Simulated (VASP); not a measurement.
A run of VASP 6.6.1 is set up as follows.

POSCAR

```
Ta2SiO3
1.0
    5.0296480000      0.0000000000      0.0000000000
   -0.1282800000      5.0429150000      0.0000000000
   -0.1706150000     -0.4030530000      6.7212720000
Ta Si O
4 2 6
Direct
    0.9735420000      0.2702360000      0.1865180000
    0.4845440000      0.7161270000      0.2056970000
    0.0264580000      0.7297640000      0.8134820000
    0.5154560000      0.2838730000      0.7943030000
    0.2456680000      0.4883960000      0.4924540000
    0.7543320000      0.5116040000      0.5075460000
    0.7104440000      0.0141470000      0.2695090000
    0.2005530000      0.9600510000      0.1415590000
    0.7538190000      0.5289120000      0.0174680000
    0.2895560000      0.9858530000      0.7304910000
    0.7994470000      0.0399490000      0.8584410000
    0.2461810000      0.4710880000      0.9825320000
```

File INCAR.step1:

```
SYSTEM = Ta2SiO3
PREC = Accurate ; ENCUT = 520
EDIFF = 1E-6 ; ISMEAR = 0
SIGMA = 0.1 ; LREAL = .FALSE.
LASPH = .TRUE. ; NELM = 100
ALGO = Fast ; ISIF = 2
LWAVE = .FALSE. ; LCHARG = .TRUE.
LMAXMIX = 4 ; GGA = PE
NBANDS = 56 ; KPAR = 8
```

KPOINTS.step1

```
regular mesh
0
G
  6 6 6
  0 0 0
```

Contents of INCAR.step2:

```
SYSTEM = Ta2SiO3
PREC = Accurate ; ENCUT = 520
EDIFF = 1E-6 ; ISMEAR = 0
SIGMA = 0.05 ; LREAL = .FALSE.
LASPH = .TRUE. ; NELM = 100
ALGO = Fast ; ISIF = 2
LWAVE = .FALSE. ; LCHARG = .FALSE.
LMAXMIX = 4 ; GGA = PE
NBANDS = 56 ; KPAR = 8
ICHARG = 11
```

KPOINTS.step2

```
path XGY,LGZ,NGM,RG
20
line-mode
reciprocal
-0.5000000000  0.0000000000  0.0000000000  X
 0.0000000000  0.0000000000  0.0000000000  G

 0.0000000000  0.0000000000  0.0000000000  G
 0.0000000000  0.0000000000  0.5000000000  Y

-0.5000000000  0.0000000000  0.5000000000  L
 0.0000000000  0.0000000000  0.0000000000  G

 0.0000000000  0.0000000000  0.0000000000  G
 0.0000000000  0.5000000000 -0.5000000000  Z

-0.5000000000  0.5000000000 -0.5000000000  N
 0.0000000000  0.0000000000  0.0000000000  G

 0.0000000000  0.0000000000  0.0000000000  G
 0.0000000000  0.5000000000  0.0000000000  M

-0.5000000000  0.5000000000  0.0000000000  R
 0.0000000000  0.0000000000  0.0000000000  G
```

Potentials or basis: VASP PAW PBE potentials, release 64 (Ta_pv, Si, O).

The run is started by

```bash
$ cat potpaw_PBE.64/Ta_pv/POTCAR potpaw_PBE.64/Si/POTCAR potpaw_PBE.64/O/POTCAR > POTCAR
$ cp INCAR.step1 INCAR
$ cp KPOINTS.step1 KPOINTS
$ mpirun -np 8 vasp_std > vasp.out
$ cp INCAR.step2 INCAR
$ cp KPOINTS.step2 KPOINTS
$ mpirun -np 8 vasp_std > vasp.out
```

Estimate the band gap along the path.

none (metal or under the smearing width).

Levels at the corners of the path, in eV from the Fermi level:
| point | band 41 | band 42 | band 43 | band 44 | band 45 | band 46 | band 47 | band 48 |
| --- | --- | --- | --- | --- | --- | --- | --- | --- |
| X | -1.65 | -1.59 | -0.69 | -0.55 | 0.54 | 0.98 | 1.13 | 1.86 |
| Γ | -2.06 | -1.82 | -0.10 | 0.20 | 0.30 | 0.44 | 0.83 | 1.07 |
| Γ | -2.06 | -1.82 | -0.10 | 0.20 | 0.30 | 0.44 | 0.83 | 1.07 |
| Y | -2.13 | -1.92 | 0.02 | 0.07 | 0.46 | 0.48 | 0.94 | 1.16 |
| L | -1.77 | -1.55 | -0.61 | -0.61 | 0.75 | 1.11 | 1.49 | 1.53 |
| Γ | -2.06 | -1.82 | -0.10 | 0.20 | 0.30 | 0.44 | 0.83 | 1.07 |
| Γ | -2.06 | -1.82 | -0.10 | 0.20 | 0.30 | 0.44 | 0.83 | 1.07 |
| Z | -2.23 | -2.15 | -0.87 | -0.22 | -0.11 | 0.23 | 0.52 | 1.73 |
| N | -1.71 | -1.46 | -0.44 | -0.27 | 0.38 | 0.67 | 0.87 | 0.93 |
| Γ | -2.06 | -1.82 | -0.10 | 0.20 | 0.30 | 0.44 | 0.83 | 1.07 |
| Γ | -2.06 | -1.82 | -0.10 | 0.20 | 0.30 | 0.44 | 0.83 | 1.07 |
| M | -2.31 | -2.00 | -0.53 | -0.39 | -0.12 | 0.25 | 0.63 | 1.48 |
| R | -1.90 | -1.77 | -0.76 | -0.53 | 0.43 | 0.57 | 1.34 | 1.49 |
| Γ | -2.06 | -1.82 | -0.10 | 0.20 | 0.30 | 0.44 | 0.83 | 1.07 |

Caveat: the log is that of the step along the path at fixed density, whose energy, stress, charges and moments have no meaning; spin-orbit coupling is left out, which moves the levels of the heavy elements.
